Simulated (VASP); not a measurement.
All values below come from PBE GGA, VASP's PBE PAW potentials (set 64) (plane waves; VASP 6.6.1).

The input files of a VASP run:

### INCAR
```
SYSTEM = Zr
PREC = Accurate
ENCUT = 210
EDIFF = 1E-03
NELM = 100
ALGO = Normal
LREAL = .FALSE.
LASPH = .TRUE.
ISMEAR = -1
SIGMA = 0.1
GGA = PE
LMAXMIX = 4
LWAVE = .FALSE.
LCHARG = .FALSE.
ISIF = 2
```

File POSCAR:
```
Zr
1
    3.2194220000     0.0000000000     0.0000000000
   -1.6097110000     2.7881020000     0.0000000000
    0.0000000000     0.0000000000    10.3585130000
Zr
4
Direct
 -0.0014270000   0.0047680000  -0.0010620000
  0.0035710000   0.0049800000   0.4997130000
  0.3425930000   0.6638300000   0.2518000000
  0.6552630000   0.3264230000   0.7495490000
```

### KPOINTS
```
Automatic mesh
0
Gamma
4 4 4
0 0 0
```

POTCAR, in this order: Zr_sv (PBE.64 set). Program: vasp_std.

Q: What will the output report for the number of irreducible k-points (NKPTS), largest plane-wave count, number of space-group operations, FFT grid (NGX, NGY, NGZ)?

A: 
```
Property                                      Result
--------------------------------------  ------------
number of irreducible k-points (NKPTS)            36
largest plane-wave count                         652
number of space-group operations                   1
FFT grid (NGX, NGY, NGZ)                16 × 16 × 50
```

The structure was generated: Zr was put into an ordered model structure, which need not be its known phase. The cell was not relaxed at this level, atoms are displaced from their ideal sites. The k-mesh is coarse (spacing up to 0.56 per Å, 2π included), so the numbers may not be converged in it. The run is one of a series of settings (EDIFF = 1E-03, ENCUT = 210, KPOINTS 4×4×4 Γ-centred mesh against the base run), some of them coarse on purpose. VASP warned that the highest band is occupied, so more bands are needed.
